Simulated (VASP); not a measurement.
# NaCl: band gap against strain

NaCl (rock salt, Fm-3m, 22.893 Å³/atom and stress up to 0.13 GPa in the relaxed cell, cube axes along x, y and z) under an equal strain ε along all three axes. PBE in VASP (plane waves, PAW), 480 eV, 10×10×10 Γ-centred mesh, Gaussian smearing 0.05 eV; ions are relaxed, or left where forces stay under 0.02 eV/Å, within the symmetry of each cell. Gaps are the smallest on the run's k-mesh, which can miss an edge that lies off it, without spin-orbit coupling; in all rows the valence edge lies at Γ and the conduction edge at Γ.

Here s stands for strain and Eg for gap.

| strain (%) | gap (eV) |
|---|---|
| -1.50 | 5.204 |
| -1.00 | 5.144 |
| -0.50 | 5.085 |
| 0.00 | 5.028 |
| 0.50 | 4.973 |
| 1.00 | 4.919 |
| 1.50 | 4.866 |
| 3.00 | ? |

Question: Using a straight line, estimate the missing Eg at s = 3.00 from the other rows, showing the fit.

Answer: Means: s 0, Eg 5.0313. About the means, the sum of products is -0.78800 and the sum of squares of s is 7.0000; the slope is their ratio. Least squares gives Eg = 5.0313 - 0.11257·s. Residuals (row less fit): 0.0038, 0.0001, -0.0026, -0.0033, -0.0020, 0.0003, 0.0036; standard error 0.0031 (degrees of freedom: 5). Over these rows the gap moves by -11.3 ± 0.1 eV per unit strain, or -3.8 eV per unit of ln V. At the withheld row, Eg = 5.0313 - 0.11257 × 3.0 = 4.6936 eV. The calculation gives 4.716 eV, 0.0224 eV above the prediction (4.6 % of the range of Eg in the table). The row lies outside the fitted rows, so this is an extrapolation. From the scatter of the fitted rows alone, a prediction at this place has a standard error of 0.0049 eV, so the miss is 4.6 times that.

A polynomial of degree 2 through the 12 other runs of the series gives 4.717 there, so most of the miss is curvature that the fit leaves out. Other structures, which can take over under pressure, weren't tried. Rows are the converged runs of the series near zero and its far end, less any whose ions stayed unrelaxed beside relaxed ones; series whose fitted rows scatter by over a few per cent of the range, as at a crossing or softening among them, aren't shown in this form. Most that stay on the fit to the last digits aren't either.
